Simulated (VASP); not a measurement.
An input for Ansatz (written as the equivalent of a VASP run, and not itself run):

Ansatz 0.2 input:
```yaml
crystal:
  lattice:
    - [3.6548457, 0.0000000, 0.0000000]
    - [0.0000000, 3.6548457, 0.0000000]
    - [0.0000000, 0.0000000, 3.6548457]
  atoms:
    - { symbol: Ca, position: [0.0000000, 0.0000000, 0.0000000] }
    - { symbol: Se, position: [0.5000000, 0.5000000, 0.5000000] }
kpoints:
  mp_grid: { grid: [7, 7, 7] }
hamiltonian:
  xc: pbe
  pseudopotentials: { kind: paw }
scf:
  occupations: { method: gaussian, width: 0.05 }
  max_iter: 100
relax:
  max_steps: 60
  f_tol: 0.01
  cell: {}
output: { forces: true, stress: true, eigenvalues: true }
```

Write the VASP files for the same calculation (PBE).

Several could match; the one computed here: 
**INCAR**
```
! general
SYSTEM =CaSe
PREC   =Accurate
ENCUT  =400
LREAL  =.FALSE.
LASPH  =.TRUE.

! electronic loop
EDIFF  =1E-6
NELM   =100
ALGO   =Normal
LMAXMIX=4

! smearing
ISMEAR =0
SIGMA  =0.05

! functional
GGA    =PE

! ions
IBRION =2
NSW    =60
ISIF   =3
EDIFFG =-0.01

! output
LWAVE  =.FALSE.
LCHARG =.FALSE.
```

### KPOINTS
```
Automatic mesh
0
Gamma
7 7 7
0 0 0
```

### POSCAR
```
CaSe
1
    3.6548456504    -0.0000000000    -0.0000000000
   -0.0000000000     3.6548456504    -0.0000000000
   -0.0000000000     0.0000000000     3.6548456504
Ca Se
1 1
Direct
  0.0000000000   0.0000000000   0.0000000000
  0.5000000000   0.5000000000   0.5000000000
```

POTCAR, in this order: Ca_sv Se (PBE.64 set). Program: vasp_std.

Limits of the translation: each code has its own PAW files, so the cut-off isn't converted (ENCUT is set for VASP's; basis.ecutwfc is left out, and Ansatz then takes the one that its files recommend); Ansatz stops its SCF on the density residual and VASP on the energy change (EDIFF).

The structure was generated: CaSe was put into the CsCl type type (Pm-3m), which need not be its known phase. It was relaxed first, which changed the volume by -14 %. The start is the result of an earlier pass.
